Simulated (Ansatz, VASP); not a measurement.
**One calculation of Al2Cl, two programs**

File INCAR:

```
PREC     = Accurate       # precision mode
ENCUT    = 520            # plane-wave cutoff, eV
EDIFF    = 1E-6           # SCF threshold, eV
ISMEAR   = 0              # smearing method
SIGMA    = 0.1            # smearing width, eV
LREAL    = F              # projectors in reciprocal space
LASPH    = T              # aspherical terms in the spheres
NELM     = 60             # most SCF steps
ALGO     = Normal         # electronic algorithm
ISIF     = 2              # what is computed and relaxed
LWAVE    = F              # write WAVECAR
LCHARG   = F              # write CHGCAR
GGA      = PE             # functional
NBANDS   = 14             # bands
```

The input KPOINTS:

```
regular mesh
0
Gamma
  4 4 4
```

POSCAR

```
Al2Cl
1.0
    3.7891741700      0.0000000000      0.0000000000
    0.0000000000      3.7891741700      0.0000000000
    0.0000000000      0.0000000000      4.7668408700
Al Cl
2 1
Direct
    0.5000000000      0.0000000000      0.3480306200
    0.0000000000      0.5000000000      0.3480306200
    0.0000000000      0.0000000000      0.3848475800
```

Input for Ansatz:

```yaml
crystal:
  lattice:
    - [3.78917417, 0.0, 0.0]
    - [0.0, 3.78917417, 0.0]
    - [0.0, 0.0, 4.76684087]
  atoms:
    - { symbol: Al, position: [0.5, 0.0, 0.34803062] }
    - { symbol: Al, position: [0.0, 0.5, 0.34803062] }
    - { symbol: Cl, position: [0.0, 0.0, 0.38484758] }
basis:
  ecutwfc: 420
kpoints:
  mp_grid: { grid: [4, 4, 4] }
hamiltonian:
  xc: pbe
scf:
  occupations: { method: gaussian, width: 0.1 }
  lower_state_search: "off"
output:
  forces: true
  stress: true
  eigenvalues: true
```

Alike in both runs: task single point; functional PBE; k mesh 4 × 4 × 4; occupations gaussian, width 0.1 eV; no spin polarisation.

```csv
,VASP,Ansatz
version,VASP 6.6.1,Ansatz 0.2.0
potentials or method,"VASP PAW PBE potentials, release 64 (Al, Cl)","scalar-relativistic, plane waves, PAW"
plane-wave cutoff (eV),520,420
valence electrons in the cell,13,13
```

```tsv
	VASP	Ansatz	Ansatz less VASP
gap on the k mesh at the Fermi level (eV)	none	none	-
rms of the force components (eV/Å)	1.363	1.343	-0.0202
```

Atom by atom the forces differ by 0.020 eV/Å (rms over components). A gap of «none» marks a metal or a gap that the smearing closes.

Caveats: the k mesh is coarse (spacing up to 0.41 Å⁻¹), so the values aren't converged; an odd number of electrons without spin polarisation forces a metal; a magnetic or distorted state may lie lower.
